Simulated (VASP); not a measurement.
**ScB (relaxed from the zinc blende structure, space group F-43m): computed properties**

These are PBEsol GGA, VASP's PBE PAW potentials (set 64) (plane waves; VASP) values and carry that method's errors.

```json
{
  "space_group": "F-43m (216)",
  "cell": "a = 5.327 Å, b = 5.327 Å, c = 5.327 Å, α = 90.00°, β = 90.00°, γ = 90.00°",
  "volume_per_atom": "18.90 Å^3/atom",
  "band gap (over mesh and band path)": "none (metal, semimetal or under 0.01 eV)",
  "density": "2.45 g/cm³"
}
```

ScB is taken in the cubic space group F-43m (No. 216), the zinc blende structure, Pearson symbol cF8. Lattice parameters: a = b = c = 5.3273 Å, α = β = γ = 90.00°. Sc on 4a is coordinated by 4 B at 2.307 Å (tetrahedral). B on 4d has 4 Sc at 2.307 Å (tetrahedral). (Neighbours: up to the widest gap in distance over summed covalent radii, below 1.35, at either atom; cation-cation and far metal-metal contacts left out.)
(The calculation used a cell of 2 atoms; values per cell refer to that cell.)

The structure was generated: ScB was put into the zinc blende type (F-43m), which need not be its known phase. It was relaxed first, which changed the volume by -25 %. Symmetry was kept, so distortions that lower it aren't found.
